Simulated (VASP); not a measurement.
Given:

```
CoH
1.0
    0.00000     1.84296     1.84296
    1.84296     0.00000     1.84296
    1.84296     1.84296     0.00000
Co H
1 1
Direct
  0.00000   0.00000   0.00000
  0.50000   0.50000   0.50000
```

Level of theory: PBEsol GGA, VASP's PBE PAW potentials (set 64) (plane waves; VASP). Numerical set-up: 300 eV cut-off, 15×15×15 Γ-centred mesh, Gaussian smearing of 0.20 eV, potentials Co H.

The run has a spin-polarised start.

Give the spin-up energies of bands 1 to 7 at the high-symmetry points, in eV from the Fermi level.

| band | Γ | X | U | L | W |
|---|---|---|---|---|---|
| 1 | -12.52 | -8.18 | -7.45 | -6.49 | -7.33 |
| 2 | -2.64 | -4.39 | -4.13 | -5.44 | -3.45 |
| 3 | -2.64 | -0.87 | -2.61 | -2.82 | -3.45 |
| 4 | -2.64 | -0.68 | -1.52 | -2.82 | -1.81 |
| 5 | -1.58 | -0.68 | -0.94 | -0.88 | -0.68 |
| 6 | -1.58 | 0.35 | 2.56 | -0.88 | 3.27 |
| 7 | 15.01 | 3.90 | 3.75 | 3.93 | 5.45 |

Give the spin-down energies of bands 1 to 7 at the high-symmetry points, in eV from the Fermi level.

```
band       Γ      X      U      L      W
----  ------  -----  -----  -----  -----
1     -12.51  -7.89  -7.17  -6.52  -7.04
2      -1.41  -3.40  -3.22  -4.82  -2.53
3      -1.41   0.29  -1.73  -1.77  -2.53
4      -1.41   0.38  -0.45  -1.77  -0.79
5      -0.47   0.75   0.47   0.45   0.75
6      -0.47   0.75   3.36   0.45   4.09
7      15.00   4.74   4.33   4.80   5.91
```

It has no gap at this level: it comes out as a metal or semimetal.

The structure comes from a computed database's CoH entry (Fm-3m); how it stands against other phases isn't given here. The cell was not relaxed at this level.
